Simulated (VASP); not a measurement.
These are TPSS meta-GGA, VASP's PBE PAW potentials (set 64) (plane waves; VASP) values and carry that method's errors.

A VASP calculation is set up with these files.

**INCAR**
```
# general
SYSTEM  = AgCl
PREC    = Accurate
ENCUT   = 520
LREAL   = .FALSE.
LASPH   = .TRUE.

# electronic loop
EDIFF   = 1E-7
NELM    = 100
ALGO    = Normal
LMAXMIX = 4
LMIXTAU = .TRUE.

# smearing
ISMEAR  = 0
SIGMA   = 0.05

# functional
METAGGA = TPSS

# ions
ISIF    = 2

# output
LWAVE   = .FALSE.
LCHARG  = .FALSE.
```

KPOINTS:
```
Automatic mesh
0
Gamma
8 8 8
0 0 0
```

### POSCAR
```
AgCl
1
    0.0000000000     2.8294255822     2.8294255822
    2.8294255822     0.0000000000     2.8294255822
    2.8294255822     2.8294255822     0.0000000000
Ag Cl
1 1
Direct
  0.0000000000   0.0000000000   0.0000000000
  0.5000000000   0.5000000000   0.5000000000
```

POTCAR, in this order: Ag Cl (PBE.64 set). Program: vasp_std.

What VASP printed:

OSZICAR:
```
       N       E                     dE             d eps       ncg     rms          rms(c)
DAV:   1     0.846435393660E+02    0.84644E+02   -0.87951E+03   778   0.125E+03
DAV:   2    -0.162580524112E+02   -0.10090E+03   -0.93077E+02   889   0.248E+02
DAV:   3    -0.203084428394E+02   -0.40504E+01   -0.40385E+01   894   0.548E+01
DAV:   4    -0.203411507660E+02   -0.32708E-01   -0.32706E-01   839   0.547E+00
DAV:   5    -0.203415940629E+02   -0.44330E-03   -0.44329E-03   899   0.621E-01    0.577E+00
DAV:   6    -0.191928086132E+02    0.11488E+01   -0.50306E+00   754   0.303E+01    0.486E+00
DAV:   7    -0.192641739326E+02   -0.71365E-01   -0.11922E-01   779   0.338E+00    0.335E+00
DAV:   8    -0.191691289817E+02    0.95045E-01   -0.21967E-01   774   0.440E+00    0.685E-01
DAV:   9    -0.192358723241E+02   -0.66743E-01   -0.60249E-02   759   0.365E+00    0.331E-01
DAV:  10    -0.192393141067E+02   -0.34418E-02   -0.27582E-02   759   0.201E+00    0.239E-01
DAV:  11    -0.192393119248E+02    0.21819E-05   -0.54811E-04   794   0.229E-01    0.180E-01
DAV:  12    -0.192532340861E+02   -0.13922E-01   -0.36283E-03   754   0.854E-01    0.150E-01
DAV:  13    -0.192535660785E+02   -0.33199E-03   -0.52123E-04   754   0.246E-01    0.782E-02
DAV:  14    -0.192535592470E+02    0.68314E-05   -0.36770E-05   814   0.903E-02    0.492E-02
DAV:  15    -0.192535640057E+02   -0.47587E-05   -0.21090E-05   754   0.533E-02    0.298E-02
DAV:  16    -0.192535606073E+02    0.33984E-05   -0.29023E-06   799   0.187E-02    0.210E-02
DAV:  17    -0.192535820229E+02   -0.21416E-04   -0.93918E-06   764   0.391E-02    0.888E-03
DAV:  18    -0.192535816489E+02    0.37393E-06   -0.78264E-07   754   0.798E-03    0.261E-03
DAV:  19    -0.192535817012E+02   -0.52278E-07   -0.11387E-07   538   0.348E-03
   1 F= -.19253582E+02 E0= -.19253582E+02  d E =-.312758E-18
```

File OUTCAR:
```
------------------------ aborting loop because EDIFF is reached ----------------------------------------
  FORCE on cell =-STRESS in cart. coord.  units (eV):
  Direction    XX          YY          ZZ          XY          YZ          ZX
  --------------------------------------------------------------------------------------
  Total       -0.6127325     -0.6127325     -0.6127325      0.0000000      0.0000000      0.0000000
  in kB      -21.6698899    -21.6698899    -21.6698899      0.0000000      0.0000000      0.0000000
  external PRESSURE =     -21.6698899 kB  Pullay stress =       0.0000000 kB
  volume of cell :       45.30
      direct lattice vectors                 reciprocal lattice vectors
     0.000000000  2.829425582  2.829425582    -0.176714314  0.176714314  0.176714314
     2.829425582  0.000000000  2.829425582     0.176714314 -0.176714314  0.176714314
     2.829425582  2.829425582  0.000000000     0.176714314  0.176714314 -0.176714314
  FREE ENERGIE OF THE ION-ELECTRON SYSTEM (eV)
  ---------------------------------------------------
  free  energy   TOTEN  =       -19.2535817012 eV

  energy  without entropy=      -19.2535817012  energy(sigma->0) =      -19.25358170
```
(Selected blocks of OUTCAR.)

The compound is AgCl in the rock salt structure. This cell is one point of a volume scan, at 1.06 of the reference volume.
